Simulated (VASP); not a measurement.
Calculation: vdW-DF2, VASP's PBE PAW potentials (set 64) (plane waves; VASP).

A VASP calculation is set up with these files.

**INCAR**
```
AGGAC=0.0
ALGO=Normal
EDIFF=1E-7
ENCUT=520
GGA=ML
ISIF=2
ISMEAR=-5
LASPH=.TRUE.
LCHARG=.TRUE.
LMAXMIX=4
LORBIT=11
LREAL=.FALSE.
LUSE_VDW=.TRUE.
LWAVE=.FALSE.
NEDOS=601
NELM=100
PREC=Accurate
SYSTEM=AgCl
ZAB_VDW=-1.8867
```

**KPOINTS**
```
kpoints
0
G
9 9 9
0 0 0
```

### POSCAR
```
AgCl
1
    0.0000000000     2.8830529415     2.8830529415
    2.8830529415     0.0000000000     2.8830529415
    2.8830529415     2.8830529415     0.0000000000
Ag Cl
1 1
Direct
  0.0000000000   0.0000000000   0.0000000000
  0.5000000000   0.5000000000   0.5000000000
```

POTCAR, in this order: Ag Cl (PBE.64 set). Program: vasp_std.

Output

### OSZICAR
```
       N       E                     dE             d eps       ncg     rms          rms(c)
DAV:   1     0.103757718040E+03    0.10376E+03   -0.85979E+03   950   0.122E+03
DAV:   2     0.337092319159E+01   -0.10039E+03   -0.93690E+02  1098   0.246E+02
DAV:   3    -0.106627159231E+01   -0.44372E+01   -0.44210E+01  1035   0.552E+01
DAV:   4    -0.110464402468E+01   -0.38372E-01   -0.38367E-01  1035   0.567E+00
DAV:   5    -0.110526220020E+01   -0.61818E-03   -0.61816E-03  1070   0.746E-01    0.438E+00
DAV:   6    -0.795685979090E+00    0.30958E+00   -0.54542E-01   984   0.932E+00    0.290E+00
DAV:   7    -0.790705383928E+00    0.49806E-02   -0.13522E-01   925   0.323E+00    0.186E+00
DAV:   8    -0.788905537572E+00    0.17998E-02   -0.90562E-03   975   0.120E+00    0.245E-01
DAV:   9    -0.788752378626E+00    0.15316E-03   -0.10131E-03  1000   0.547E-01    0.642E-02
DAV:  10    -0.788825313518E+00   -0.72935E-04   -0.19908E-04   980   0.152E-01    0.405E-02
DAV:  11    -0.788845451604E+00   -0.20138E-04   -0.57002E-05   930   0.961E-02    0.657E-03
DAV:  12    -0.788845602058E+00   -0.15045E-06   -0.47602E-06   970   0.343E-02    0.484E-03
DAV:  13    -0.788845924221E+00   -0.32216E-06   -0.10431E-06  1005   0.988E-03    0.319E-03
DAV:  14    -0.788845833975E+00    0.90246E-07   -0.15606E-07   562   0.377E-03
   1 F= -.78884583E+00 E0= -.78884583E+00  d E =0.000000E+00
```

### OUTCAR
```
------------------------ aborting loop because EDIFF is reached ----------------------------------------
  FORCE on cell =-STRESS in cart. coord.  units (eV):
  Direction    XX          YY          ZZ          XY          YZ          ZX
  --------------------------------------------------------------------------------------
  Total        0.0108620      0.0108620      0.0108620      0.0000000      0.0000000     -0.0000000
  in kB        0.3631057      0.3631057      0.3631057      0.0000000      0.0000000     -0.0000000
  external PRESSURE =       0.3631057 kB  Pullay stress =       0.0000000 kB
  volume of cell :       47.93
      direct lattice vectors                 reciprocal lattice vectors
     0.000000000  2.883052941  2.883052941    -0.173427270  0.173427270  0.173427270
     2.883052941  0.000000000  2.883052941     0.173427270 -0.173427270  0.173427270
     2.883052941  2.883052941  0.000000000     0.173427270  0.173427270 -0.173427270
  FREE ENERGIE OF THE ION-ELECTRON SYSTEM (eV)
  ---------------------------------------------------
  free  energy   TOTEN  =        -0.7888458340 eV

  energy  without entropy=       -0.7888458340  energy(sigma->0) =       -0.78884583

 total charge

# of ion       s       p       d       tot
------------------------------------------
    1        0.178   0.105   9.371   9.654
    2        1.637   3.492   0.000   5.129
--------------------------------------------------
tot          1.815   3.597   9.371  14.783
```
(Selected blocks of OUTCAR.)

The compound is AgCl in the rock salt structure. It was relaxed first, which changed the volume by +12 %.
